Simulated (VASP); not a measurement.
VASP input:

POSCAR:
```
Os
1
    1.3775670400    -2.3860157420     0.0000000000
    1.3775670400     2.3860157420     0.0000000000
    0.0000000000     0.0000000000     4.3411551170
Os
2
Direct
  0.3333330000   0.6666670000   0.2500000000
  0.6666670000   0.3333330000   0.7500000000
```

### INCAR
```
! general
SYSTEM =Os
PREC   =Accurate
ENCUT  =480
LREAL  =.FALSE.
LASPH  =.TRUE.

! electronic loop
EDIFF  =1E-7
NELM   =100
ALGO   =Normal
LMAXMIX=6

! smearing
ISMEAR =1
SIGMA  =0.1

! functional
GGA    =PE

! ions
IBRION =2
NSW    =40
ISIF   =3
EDIFFG =-0.01
PSTRESS=20

! output
LWAVE  =.FALSE.
LCHARG =.FALSE.
```

KPOINTS:
```
Automatic mesh
0
Gamma
14 14 8
0 0 0
```

POTCAR, in this order: Os (PBE.64 set). Program: vasp_std.

**Question.** Translate this PBE calculation to Quantum ESPRESSO's pw.x.

**Answer.** One equivalent input (not run):
```
&CONTROL
  calculation = 'vc-relax'
  pseudo_dir = './pseudo'
  outdir = './out'
  tprnfor = .true.
  tstress = .true.
  nstep = 40
  forc_conv_thr = 0.00039
/
&SYSTEM
  ibrav = 0
  nat = 2
  ntyp = 1
  ecutwfc = 74
  occupations = 'smearing'
  smearing = 'methfessel-paxton'
  degauss = 0.00735
  input_dft = 'pbe'
/
&ELECTRONS
  conv_thr = 7.3e-09
  electron_maxstep = 100
/
&IONS
/
&CELL
  press = 20
/
ATOMIC_SPECIES
  Os 190.230 Os.upf
CELL_PARAMETERS angstrom
     1.3775670   -2.3860157    0.0000000
     1.3775670    2.3860157    0.0000000
     0.0000000    0.0000000    4.3411551
ATOMIC_POSITIONS crystal
  Os   0.3333330  0.6666670  0.2500000
  Os   0.6666670  0.3333330  0.7500000
K_POINTS automatic
  14 14 8 0 0 0
```
Limits of the translation: the potentials are each code's own (VASP's PAW set, PseudoDojo norm-conserving files in pw.x), so ENCUT and ecutwfc are chosen apart and not converted; conv_thr bounds pw.x's estimated SCF error, while EDIFF bounds the energy change between steps; forc_conv_thr acts on force components and is met together with etot_conv_thr.

The compound is Os in the hcp structure. This run relaxes it under an external pressure of 2 GPa. Symmetry was kept, so distortions that lower it aren't found.
